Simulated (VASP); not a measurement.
## Quasiparticle energies of SiC in VASP

Wanted: how far GW moves the Kohn-Sham levels of SiC. The cell has space group P6_3mc, a computed entry that need not be the common form of this compound. The start is a computed cell from the Materials Project.

Program: VASP 6.6.1. Level of theory: PBE; plane waves and PAW (Si, C), in the first sound run; inputs show where later runs differ. Results are calculated unless marked as measured.

### Step 1. Starting point

The structure is hexagonal, space group P6_3mc (No. 186). The conventional cell has a = 3.076 Å, b = 3.076 Å, c = 10.071 Å, α = 90.00°, β = 90.00°, γ = 120.00°. Nearest to Si lie 4 C at 1.88 to 1.89 Å. Si has 4 C at 1.88 to 1.89 Å nearest. Nearest to C lie 4 Si at 1.88 to 1.89 Å. C has 4 Si at 1.88 to 1.89 Å nearest. Farther neighbours are not listed.

### Step 2. Relaxation

The atoms are relaxed first inside the given cell, which is kept (ISIF = 2), since band edges depend on the positions.

Contents of INCAR:

```
SYSTEM = SiC
PREC = Accurate
ENCUT = 520
EDIFF = 1E-06
NELM = 100
ISMEAR = 0
SIGMA = 0.05
LREAL = .FALSE.
ALGO = Normal
GGA = PE
NBANDS = 24
LWAVE = .FALSE.
LCHARG = .FALSE.
KPAR = 4
IBRION = 2
NSW = 60
ISIF = 2
EDIFFG = -0.01
```

Contents of POSCAR:

```
SiC
1.0
    3.0756941497      0.0000000000      0.0000000000
   -1.5378470748      2.6636292679      0.0000000000
    0.0000000000      0.0000000000     10.0706464800
Si C
4 4
Direct
    0.0000000000      0.0000000000      0.1878943800
    0.0000000000      0.0000000000      0.6878943800
    0.3333333333      0.6666666667      0.4378419800
    0.6666666667      0.3333333333      0.9378419800
    0.0000000000      0.0000000000      0.0004600500
    0.0000000000      0.0000000000      0.5004600500
    0.3333333333      0.6666666667      0.2498025900
    0.6666666667      0.3333333333      0.7498025900
```

Contents of KPOINTS:

```
Automatic mesh
0
Gamma
8 8 2
0 0 0
```

PAW data sets: Si and C (PBE family, release 64).

Launch:

```console
mpirun -np 4 vasp_std
```

The log of the run:

```text
[banner, memory and clock lines left out]
running    4 mpi-ranks, on    1 nodes
 distrk:  each k-point on    1 cores,    4 groups
 distr:  one band on    1 cores,    1 groups

 POSCAR found type information on POSCAR SiC
 POSCAR found :  2 types and       8 ions
 LDA part: xc-table for (Slater+PW92), standard interpolation
 POSCAR, INCAR and KPOINTS ok, starting setup
 FFT: planning ... GRIDC
 FFT: planning ... GRID_SOFT
 FFT: planning ... GRID
 WAVECAR not read
 entering main loop
       N       E                     dE             d eps       ncg     rms          rms(c)
DAV:   1     0.762476079921E+02    0.76248E+02   -0.14639E+04   960   0.121E+03
DAV:   2    -0.610339750900E+02   -0.13728E+03   -0.12921E+03  1368   0.198E+02
DAV:   3    -0.676020289111E+02   -0.65681E+01   -0.65350E+01  1280   0.419E+01
DAV:   4    -0.676843103258E+02   -0.82281E-01   -0.82217E-01  1240   0.561E+00
DAV:   5    -0.676858782498E+02   -0.15679E-02   -0.15677E-02  1264   0.725E-01    0.177E+01
DAV:   6    -0.604370173941E+02    0.72489E+01   -0.21330E+01  1208   0.209E+01    0.794E+00
DAV:   7    -0.602606980443E+02    0.17632E+00   -0.20405E+00  1336   0.667E+00    0.341E+00
DAV:   8    -0.602301767457E+02    0.30521E-01   -0.11516E-01  1168   0.171E+00    0.981E-01
DAV:   9    -0.602277386559E+02    0.24381E-02   -0.16477E-02  1232   0.724E-01    0.163E-01
DAV:  10    -0.602282288712E+02   -0.49022E-03   -0.13932E-03  1216   0.195E-01    0.776E-02
DAV:  11    -0.602283051483E+02   -0.76277E-04   -0.20002E-04  1216   0.914E-02    0.161E-02
DAV:  12    -0.602283073188E+02   -0.21705E-05   -0.83759E-06  1216   0.166E-02    0.576E-03
DAV:  13    -0.602283082492E+02   -0.93040E-06   -0.53055E-07   880   0.436E-03
   1 F= -.60228308E+02 E0= -.60228308E+02  d E =-.602283E+02
 curvature:   0.00 expect dE= 0.000E+00 dE for cont linesearch  0.000E+00
 trial: gam= 0.00000 g(F)=  0.289E-05 g(S)=  0.000E+00 ort = 0.000E+00 (trialstep = 0.100E+01)
 search vector abs. value=  0.289E-05
 reached required accuracy - stopping structural energy minimisation
```

Wall time 4.8 s (4 MPI ranks of Intel Xeon 6975P-C (Granite Rapids), shared host); peak memory 0.83 GiB.

Lines that name or quote the potential files are left out of all logs, and their timing lines are given in words.

Parts of OUTCAR (step 2):

```text
ion  position               nearest neighbor table
   1  0.000  0.000  0.188-   7 1.88   7 1.88   7 1.88   5 1.89   3 3.08   3 3.08   3 3.08   4 3.08
                             4 3.08   4 3.08
   2  0.000  0.000  0.688-   8 1.88   8 1.88   8 1.88   6 1.89   4 3.08   4 3.08   4 3.08   3 3.08
                             3 3.08   3 3.08
   3  0.333  0.667  0.438-   6 1.88   6 1.88   6 1.88   7 1.89   1 3.08   1 3.08   1 3.08   2 3.08
                             2 3.08   2 3.08
   4  0.667  0.333  0.938-   5 1.88   5 1.88   5 1.88   8 1.89   2 3.08   2 3.08   2 3.08   1 3.08
                             1 3.08   1 3.08
   5  0.000  0.000  0.000-   4 1.88   4 1.88   4 1.88   1 1.89
   6  0.000  0.000  0.500-   3 1.88   3 1.88   3 1.88   2 1.89
   7  0.333  0.667  0.250-   1 1.88   1 1.88   1 1.88   3 1.89
   8  0.667  0.333  0.750-   2 1.88   2 1.88   2 1.88   4 1.89

  LATTYP: Found a hexagonal cell.
 ALAT       =     3.0756941497
 C/A-ratio  =     3.2742678530

 Subroutine GETGRP returns: Found 12 space group operations
 (whereof  6 operations were pure point group operations)

The static configuration has the point symmetry C_3v.
 The point group associated with its full space group is C_6v.

 Found     20 irreducible k-points:

   k-points           NKPTS =     20   k-points in BZ     NKDIM =     20   number of bands    NBANDS=     24

   dimension x,y,z NGX =    24 NGY =   24 NGZ =   80
   dimension x,y,z NGXF=    48 NGYF=   48 NGZF=  160

   ENCUT  =  520.0 eV  38.22 Ry    6.18 a.u.   5.72  5.72 18.72*2*pi/ulx,y,z

   NELECT =      32.0000    total number of electrons

 k-points in reciprocal lattice and weights: Automatic mesh
   0.00000000  0.00000000  0.00000000       0.008
   0.12500000  0.00000000  0.00000000       0.047
   0.25000000  0.00000000  0.00000000       0.047
   0.37500000  0.00000000  0.00000000       0.047
   0.50000000  0.00000000  0.00000000       0.023
   0.12500000  0.12500000  0.00000000       0.047
   0.25000000  0.12500000  0.00000000       0.094
   0.37500000  0.12500000  0.00000000       0.094
   0.25000000  0.25000000  0.00000000       0.047
[...]
0.25000000  0.25000000  0.50000000       0.047
   0.37500000  0.25000000  0.50000000       0.047

 average (electrostatic) potential at core
       1 -80.3113       2 -80.3113       3 -80.3551       4 -80.3551       5 -44.7665
       6 -44.7665       7 -44.7045       8 -44.7045

 E-fermi :   8.5011

 k-point     1 :       0.0000    0.0000    0.0000
  band No.  band energies     occupation
    ...
     12       7.6285      2.00000
     13       7.6285      2.00000
     14       8.1580      2.00000
     15       8.2116      2.00000
     16       8.2116      2.00000
     17      13.3274      0.00000
     18      13.9066      0.00000
     19      14.5325      0.00000
     20      14.5511      0.00000
     21      15.2022      0.00000
    ...

 k-point     2 :       0.1250    0.0000    0.0000
  band No.  band energies     occupation
    ...
     12       7.1878      2.00000
     13       7.2671      2.00000
     14       7.2687      2.00000
     15       7.9747      2.00000
     16       8.0822      2.00000
     17      13.4786      0.00000
     18      14.1430      0.00000
     19      14.2370      0.00000
     20      14.9151      0.00000
     21      15.1669      0.00000
    ...

 k-point     3 :       0.2500    0.0000    0.0000
  band No.  band energies     occupation
    ...
     12       5.7630      2.00000
     13       6.5462      2.00000
     14       6.5862      2.00000
     15       7.3777      2.00000
     16       7.6645      2.00000
     17      12.0038      0.00000
     18      12.5123      0.00000
     19      13.2946      0.00000
     20      14.3456      0.00000
     21      14.9413      0.00000
    ...

  Total        2.0133964      2.0133964      1.9443754      0.0000000      0.0000000      0.0000000
  in kB       39.0989942     39.0989942     37.7586461      0.0000000      0.0000000      0.0000000
  external PRESSURE =      38.6522115 kB  Pullay stress =       0.0000000 kB

  energy-cutoff  :      520.00
  volume of cell :       82.50
      direct lattice vectors                 reciprocal lattice vectors
     3.075694150  0.000000000  0.000000000     0.325129857  0.187713811  0.000000000
    -1.537847075  2.663629268  0.000000000     0.000000000  0.375427621  0.000000000
     0.000000000  0.000000000 10.070646480     0.000000000  0.000000000  0.099298491

 POSITION                                       TOTAL-FORCE (eV/Angst)
 -----------------------------------------------------------------------------------
      0.00000      0.00000      1.89222         0.000000     -0.000000      0.001226
      0.00000      0.00000      6.92754        -0.000000      0.000000      0.001226
     -0.00000      1.77575      4.40935        -0.000000      0.000000     -0.002730
      1.53785      0.88788      9.44468         0.000000     -0.000000     -0.002730
      0.00000      0.00000      0.00463        -0.000000     -0.000000     -0.002398
      0.00000      0.00000      5.03996         0.000000      0.000000     -0.002398
     -0.00000      1.77575      2.51567         0.000000     -0.000000      0.003903
      1.53785      0.88788      7.55100        -0.000000      0.000000      0.003903
 -----------------------------------------------------------------------------------
    total drift:                               -0.000000     -0.000000      0.000098

  FREE ENERGIE OF THE ION-ELECTRON SYSTEM (eV)
  ---------------------------------------------------
  free  energy   TOTEN  =       -60.2283082492 eV

  energy  without entropy=      -60.2283082492  energy(sigma->0) =      -60.22830825

 reached required accuracy - stopping structural energy minimisation

[... 3 further parts left out ...]
```

CONTCAR:

```
SiC
   1.00000000000000
     3.0756941496999999    0.0000000000000000    0.0000000000000000
    -1.5378470747999999    2.6636292679000002    0.0000000000000000
     0.0000000000000000    0.0000000000000000   10.0706464800000006
  Si              C
     4     4
Direct
     0.0000000000000000    0.0000000000000000    0.1878943800000030
     0.0000000000000000    0.0000000000000000    0.6878943800000030
     0.3333333332999970    0.6666666667000030    0.4378419800000017
     0.6666666667000030    0.3333333332999970    0.9378419800000017
     0.0000000000000000    0.0000000000000000    0.0004600500000009
     0.0000000000000000    0.0000000000000000    0.5004600500000009
     0.3333333332999970    0.6666666667000030    0.2498025900000016
     0.6666666667000030    0.3333333332999970    0.7498025900000016
```

The run keeps the 12 symmetry operations of its start, so it cannot find a distortion of lower symmetry.

No atom moved by 0.005 Å in the relaxation.

Numbers from this step:

- free energy (TOTEN): -60.2283 eV
- Fermi energy: 8.501 eV
- pressure: 3.865 GPa

At PBE, with these data sets, the largest force is down to 0.0039 eV/Å.

(Part 1 of 4 ends here.)

[Lines on the potential files, build, host, timing and source positions are cut from VASP's logs without a mark.]

[Logs are printed without paths, hosts, clocks, repeated set-up lines and the standing remarks that a program may print on its own settings, such as how far it seeks lower states.]

[Hosts, paths, dates, database ids (printed as entryN), source tags and the programs' standing remarks are cut or masked in the printed files.]

[Pressures printed for these runs are not shown converged in the cutoff: they can be off by several GPa and have the wrong sign.]
